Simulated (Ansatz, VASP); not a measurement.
# AsP (puckered PAs, 2 layers, AB): VASP beside Ansatz

Aim: how closely do two programs agree when they are given the same cell, functional and k mesh? The structure shown is the end of the Ansatz relaxation below.

Main program and level: Ansatz 0.2.0; plane waves, with VASP 6.6.1 beside it; single point at r2SCAN with D4.

## (1) The starting structure

The cell holds 8 atoms: 4 P and 4 As. Cell: a = 4.615 Å, b = 3.471 Å, c = 46.820 Å, α = 90.0°, β = 90.0°, γ = 90.0°. Vacuum lies along c.

## (2) Ansatz: relaxation, r2SCAN with D4

Ansatz runs on its default PAW (the set named soft_2) files.

This run makes the geometry at which the two programs are then compared.

The input, input.yaml:

```yaml
crystal:
  lattice:
    - [4.69, 0.0, 0.0]
    - [0.0, 3.5, 0.0]
    - [0.0, 0.0, 46.8200000012]
  atoms:
    - { symbol: P, position: [0.09, 0.0, 0.4154207603] }
    - { symbol: As, position: [0.41, 0.5, 0.4175565997] }
    - { symbol: As, position: [0.91, 0.0, 0.4636907304] }
    - { symbol: P, position: [0.59, 0.5, 0.4658265698] }
    - { symbol: P, position: [0.09, 0.5, 0.5341734302] }
    - { symbol: As, position: [0.41, 0.0, 0.5363092696] }
    - { symbol: As, position: [0.91, 0.5, 0.5824434003] }
    - { symbol: P, position: [0.59, 0.0, 0.5845792397] }
  periodic: [true, true, false]
kpoints:
  mp_grid: { grid: [6, 8, 1] }
hamiltonian:
  xc: r2scan
  dispersion: d4
scf:
  occupations: { method: fermi_dirac, width: 0.05 }
  convergence: { dr2_threshold: 1.0e-09 }
relax:
  f_tol: 0.015
  max_steps: 90
  cell: {}
output:
  write_potential: true
  write_density: true
  volumetric_format: npy
```

The run is started by

```bash
> ansatz run input.yaml --threads 4 --pin off --max-ram 6144MiB --backend cpu --events-out ev --progress --plain --runs-dir out
```

Numbers of over 12 decimals in the logs are rounded to 6 here.

The program printed:

```text
Warning: relax.cell: scf.convergence.dr2_threshold = 1e-9 eV is looser than the 2.49123086576e-10 eV advised for a relaxation that steers and ends on the stress (1e-10 eV for each atom of the cell: 8, times the square of relax.cell.stress_2d_tol = 0.05 N/m over 17.9 Å (the atoms' height at the walk's start and 5 Å past either face), 2.790e-2 GPa, over a crystal's default 0.05). What an SCF threshold leaves in a stress goes as its square root, and in the free energy as the threshold itself, and one threshold admits the most on a small cell: [figures from the program's tests cut] Set scf.convergence.dr2_threshold to 2.49123086576e-10 eV or tighter. [rest of the remark cut]
Engine: ansatz 0.2.0, aarch64-unknown-linux-gnu
Pseudopotentials: kind: paw
Pseudopotential: P, paw, valence charge 5, recommended cutoff 500 eV (meta_gga), P.paw.azcp
Pseudopotential: As, paw, valence charge 15, recommended cutoff 500 eV (meta_gga), As.paw.azcp
Functional definition: r2SCAN
  parameter k0 = 0.174
  parameter k1 = 0.065
  parameter a1 = 4.9479
  exchange = r2scan_x(k0 = k0, k1 = k1, a1 = a1)
  correlation = r2scan_c
Crystal: 8 atoms, lattice volume = 768.550 Å³
Basis set: ecut = 500 eV, 19615 PW (Γ), exchange–correlation on 144×108×1440 points (64 copies of the dense FFT grid, shifted against one another)
Bands: 48, of which v1, the nominal top of the filled ones, is band 40 counted from 1 (39 counted from 0)
Symmetry: 4 space group operations
Space group: Pmc21 (ITA 26), of the structure as read, at distance tolerance 9.2e-5 Å
k-points: 20 of 48 (time reversal used)
Non-local potential: P, projectors of the file, l = 0: 2, l = 1: 2, l = 2: 2
Non-local potential: As, projectors of the file, l = 0: 2, l = 1: 2, l = 2: 3, l = 3: 1
PAW form: soft (Blöchl's): semilocal exchange-correlation on the pseudo side does not see the compensation charge
PAW frozen core: P, regenerated for the run's functional (the file was generated under x = pbe(κ = 0.804, μ = 0.219515), c = pbe(β = 0.066725))
PAW frozen core: As, regenerated for the run's functional (the file was generated under x = pbe(κ = 0.804, μ = 0.219515), c = pbe(β = 0.066725))
PAW one-centre angular grid: P, 302 points (default); XC on 160 Gauss nodes
PAW one-centre angular grid: As, 590 points (default); XC on 160 Gauss nodes
Initial density: superposition of atomic densities (neutral atoms: chi_scale 0, normalization atom), corrected by the library's trained network
Initial wavefunctions: pseudopotential atomic-orbital guess
Functional: x = r2scan, c = r2scan; τ floored in thin density (d = 2e-4 eV/Å³)
SCF iter   1: F=—  HF=-22495.119643 eV  |F-HF|=—  |Δ(HF+E_count)|=         —  Δρ=2.67e-3  dr2=1.25e-1  dr2_τ=3.22e-2  ethr=1.77e-3  ⟨swp⟩=11.1  Hψ=4886  notcnv=0
preconditioner: auto → Resta (q_TF=auto, 1.871 Å⁻¹)  ε∞=1.9  [insulator: Δε(μ)=0.707 eV  Ē_g=9.109 eV  σ=0.050 eV  W_gap=1.00  n_scr=78 (ndim 8)  ℏωp=8.5 eV  f_vac=0.746  D(μ)=0.00/eV (n_scr^D=0)  ε∞_Penn≈1.9  vacuum switching on, ρ_ref=6.0e-3 e/Å³]
SCF iter   2: F=—  HF=-22495.139134 eV  |F-HF|=—  |Δ(HF+E_count)|=   1.95e-2  Δρ=1.33e-3  dr2=7.17e-2  dr2_τ=8.19e-4  ethr=1.57e-4  ⟨swp⟩=4.9  Hψ=2666  notcnv=0  defer=32
SCF iter   3: F=—  HF=-22495.134272 eV  |F-HF|=—  |Δ(HF+E_count)|=   4.86e-3  Δρ=8.10e-4  dr2=2.32e-2  dr2_τ=1.81e-4  ethr=8.96e-5  ⟨swp⟩=3.3  Hψ=1411  notcnv=0  defer=32
SCF iter   4: F=—  HF=-22495.132749 eV  |F-HF|=—  |Δ(HF+E_count)|=   1.52e-3  Δρ=4.48e-4  dr2=2.90e-3  dr2_τ=1.84e-5  ethr=2.90e-5  ⟨swp⟩=2.5  Hψ=1081  notcnv=0  defer=32
SCF iter   5: F=—  HF=-22495.132916 eV  |F-HF|=—  |Δ(HF+E_count)|=   1.67e-4  Δρ=1.39e-4  dr2=2.62e-4  dr2_τ=3.62e-6  ethr=3.63e-6  ⟨swp⟩=2.7  Hψ=1298  notcnv=0  defer=32
SCF iter   6: F=—  HF=-22495.132969 eV  |F-HF|=—  |Δ(HF+E_count)|=   5.25e-5  Δρ=2.30e-5  dr2=5.05e-6  dr2_τ=1.09e-7  ethr=3.27e-7  ⟨swp⟩=3.3  Hψ=1824  notcnv=0  defer=32
SCF iter   7: F=—  HF=-22495.132889 eV  |F-HF|=—  |Δ(HF+E_count)|=   8.04e-5  Δρ=6.65e-6  dr2=4.18e-7  dr2_τ=1.27e-8  ethr=6.31e-9  ⟨swp⟩=3.2  Hψ=2007  notcnv=0  defer=32
SCF iter   8: F=—  HF=-22495.132889 eV  |F-HF|=—  |Δ(HF+E_count)|=   6.67e-7  Δρ=1.76e-6  dr2=4.15e-8  dr2_τ=9.38e-10  ethr=5.22e-10  ⟨swp⟩=2.9  Hψ=1914  notcnv=0  defer=32
SCF iter   9: F=—  HF=-22495.132889 eV  |F-HF|=—  |Δ(HF+E_count)|=   2.36e-8  Δρ=6.04e-7  dr2=5.00e-9  dr2_τ=1.57e-10  ethr=5.19e-11  ⟨swp⟩=3.1  Hψ=2068  notcnv=0  defer=32
[...]
preconditioner: auto → Resta (q_TF=auto, 1.879 Å⁻¹)  ε∞=1.9  [insulator: Δε(μ)=0.630 eV  Ē_g=9.104 eV  σ=0.050 eV  W_gap=1.00  n_scr=80 (ndim 8)  ℏωp=8.6 eV  f_vac=0.747  D(μ)=0.00/eV (n_scr^D=0)  ε∞_Penn≈1.9  vacuum switching on, ρ_ref=6.0e-3 e/Å³]
SCF iter   2: F=—  HF=-22495.349602 eV  |F-HF|=—  |Δ(HF+E_count)|=   8.59e-5  Δρ=3.19e-6  dr2=1.46e-8  dr2_τ=9.94e-9  ethr=4.70e-11  ⟨swp⟩=5.2  Hψ=3371  notcnv=0
SCF iter   3: F=—  HF=-22495.349602 eV  |F-HF|=—  |Δ(HF+E_count)|=   9.27e-8  Δρ=1.36e-6  dr2=2.98e-9  dr2_τ=1.71e-9  ethr=1.83e-11  ⟨swp⟩=2.6  Hψ=1416  notcnv=0
SCF iter   4: F=—  HF=-22495.349602 eV  |F-HF|=—  |Δ(HF+E_count)|=   1.97e-8  Δρ=3.09e-7  dr2=2.94e-9  dr2_τ=6.78e-11  ethr=1.25e-12  ⟨swp⟩=17.1  Hψ=7511  notcnv=0
SCF iter   5: F=-22495.349602 eV  HF=-22495.349602 eV  |F-HF|=2.04e-10  |Δ(HF+E_count)|=  1.89e-10  Δρ=1.55e-7  dr2=6.17e-10  dr2_τ=1.36e-11  ethr=1.25e-12  ⟨swp⟩=8.2  Hψ=5778  notcnv=0
SCF 7 converged in 5 iterations: F = -22495.349602 eV  dr2 = 6.17e-10
relax step   7: F+E_penalty+E_count = -22495.34960208 eV  Δ(F+E_penalty+E_count) = +4.402e-4 eV  max|allowed force component| = 4.612e-3 eV/Å  Δτ_max = 0.0000 Å  P = +0.012 N/m  Ω = 750.080 Å³  fix = [c, alpha, beta]  reactions: c +0.000 N/m  stress off target by 2.95e-2 N/m on what of the cell is left free  SCF on the basis re-selected at this cell (its energy is not comparable with the rows above)  (5 SCF iters)
basis re-selected at this cell: Δ(F+E_penalty+E_count) = +4.402e-4 eV, ΔP = -0.001 N/m vs the last step (what re-selecting the basis moved, of the pressure what is left beyond the Pulay correction that the steps carried, after the strain that the cell walked since its last selection, with what the two solves' SCF thresholds leave and, on support functions, any second-order correction that the steps lacked; it is no m [...]
WARN: The output density's exchange-correlation potential varies sharply where the density is thin. Do not read a vacuum level from v_tot or v_xc, or from such a field of the output density. On a cell that repeats whose density bears no net charge and no dipole along the vacuum's axis use v_es (v_loc + v_h of the components); under efield.dipole_correction with no amplitude use v_es + v_field, which holds any externa [...]
SCF converged after 5 iterations
Free energy (F): -22495.349602 eV
Harris-Foulkes:  -22495.349602 eV  (|F-HF|=2.04e-10)
Internal energy: -22495.349539 eV  (E = F + TS)
E sigma→0 (E₀):  -22495.349571 eV
Entropy (-TS):   -0.000063 eV (-0.008 meV/atom)
Fermi energy:    -4.377282 eV
--- Per-component energies (eV) ---
  E_band       = -2110.297427
  E_kinetic    = 686.639546
  E_local      = -306829.066606  (includes V_loc(G=0)·N_el)
  E_nonlocal   = -2545.762186
  E_hartree    = 153146.142938
  E_xc         = -527.576791
  E_vxc        = -594.995298  (∫ρ·V_xc dr)
  E_paw        = -9692.941576  (= ΣΔE_a)
  E_vpaw       = 850.471861  (= ΣTr[D̂ρ^β])
  E_aug_tail   = -0.000021  (compensation charges beyond the density's cutoff)
  E_vtau       = 30.121886  (kinetic-family band-sum trace: ∫τ·v_τ [+ j·A + Jᵃ·Aᵃ] dr)
  E_ewald      = 143274.319194
  E_disp       = -0.911037  (pairwise vdW)
  E_core_change = -6.193000  (= ΣΔE_core)
  E_smearing   = -0.000063  (= −TS)
  E_closure    = -0.000000  (closes the sum)
  Σ components = -22495.349602   (vs F -22495.349602, Δ=0.00e0)
--- Forces (eV/Å), atoms counted from 1 ---
  atom   1  P     -0.00212764     0.00000000     0.00195584
  atom   2  As     0.00461201     0.00000000    -0.00227752
  atom   3  As    -0.00167018     0.00000000    -0.00152701
  atom   4  P     -0.00081286    -0.00000000     0.00409723
  atom   5  P     -0.00081286    -0.00000000    -0.00409723
  atom   6  As    -0.00167018     0.00000000     0.00152701
  atom   7  As     0.00461201     0.00000000     0.00227752
  atom   8  P     -0.00212764     0.00000000    -0.00195584
  max |Σ_I F_I| component: 2.67e-6 eV/Å
--- 2D stress c σ (N/m, compression-positive) ---
       -0.005471       0.000000       0.000000
        0.000000       0.029500       0.000000
        0.000000       0.000000       0.000000
  P = ½ c Tr σ = 0.0120 N/m
--- Band table (eV; the first three rows and the last of 20) ---
  k-point 0: bands = [... 36 lower, -6.4996, -6.4667, -5.4082, -4.6913, -4.0615, -3.4698, -2.9842, -2.8385, ... 4 higher]
  k-point 1: bands = [... 36 lower, -6.8580, -6.4229, -5.4274, -4.8594, -3.9118, -3.3460, -2.3632, -2.2362, ... 4 higher]
  k-point 2: bands = [... 36 lower, -6.7816, -6.3870, -5.6741, -5.4650, -3.7068, -3.6468, -3.2284, -2.6904, ... 4 higher]
  k-point 19: bands = [... 36 lower, -6.4309, -6.4309, -6.4135, -6.4135, -2.2179, -2.2179, -2.2140, -2.2140, ... 4 higher]
  the weakly bound empty levels are not read free of the cell's end (no_gap_told)
--- Relaxed structure (6 steps of the walk, 6 accepted, 1 SCFs on fresh bases) ---
  F+E_penalty+E_count = -22495.34960208 eV   max|allowed force component| = 4.612e-3 eV/Å   (the final SCF, on the basis selected at the relaxed cell)
  cell:  # Å, volume = 750.0803 Å³
    - [4.614998, 0.0, 0.0]
    - [0.0, 3.471402, 0.0]
    - [0.0, 0.0, 46.8200000012]
  atoms:
    - { symbol: P, position: [0.079265, 0, 0.418672] }
    - { symbol: As, position: [0.420416, 0.500000, 0.416872] }
    - { symbol: As, position: [0.921218, 0, 0.466687] }
    - { symbol: P, position: [0.579101, 0.500000, 0.464874] }
    - { symbol: P, position: [0.079101, 0.500000, 0.535126] }
    - { symbol: As, position: [0.421218, 0, 0.533313] }
    - { symbol: As, position: [0.920416, 0.500000, 0.583128] }
    - { symbol: P, position: [0.579265, 0, 0.581328] }
```

[end of part 1 of 2]

[Lines on the potential files, build, host, timing and source positions are cut from VASP's logs without a mark.]

[Logs are printed without paths, hosts, clocks, repeated set-up lines and the standing remarks that a program may print on its own settings, such as how far it seeks lower states.]

[Hosts, paths, dates, database ids (printed as entryN), source tags and the programs' standing remarks are cut or masked in the printed files.]
